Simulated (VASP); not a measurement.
A convergence study with VASP on Si (diamond): one setting is varied, all else stays as given below, so the limit is that of these other settings.

```xyz
2
Lattice="0.0000 2.7155 2.7155 2.7155 0.0000 2.7155 2.7155 2.7155 0.0000" Properties=species:S:1:pos:R:3 pbc="T T T"
Si     0.0000     0.0000     0.0000
Si     1.3577     1.3577     1.3578
```

Level of theory: PBEsol GGA, VASP's PBE PAW potentials (set 64) (plane waves; VASP). The tightest run used: 550 eV cut-off, 18×18×18 Γ-centred mesh, Gaussian smearing of 0.010 eV, potentials Si.

```tsv
setting	mean ε∞	irreducible k-points
4×4×4 mesh	24.95	8
6×6×6 mesh	17.05	16
8×8×8 mesh	14.61	29
10×10×10 mesh	13.78	47
```

Task: These are the cheaper rows. Estimate the results at 18×18×18 mesh, and how far the last row shown lies from them.

Result: 
```
quantity  tightest run  last row shown is off by
--------  ------------  ------------------------
mean ε∞          13.33                      0.44
```

Left out are rungs that failed or repeat a setting and relaxations that didn't move; long series are thinned to 24 rows.

The compound is Si in the diamond structure. The cell was not relaxed at this level.
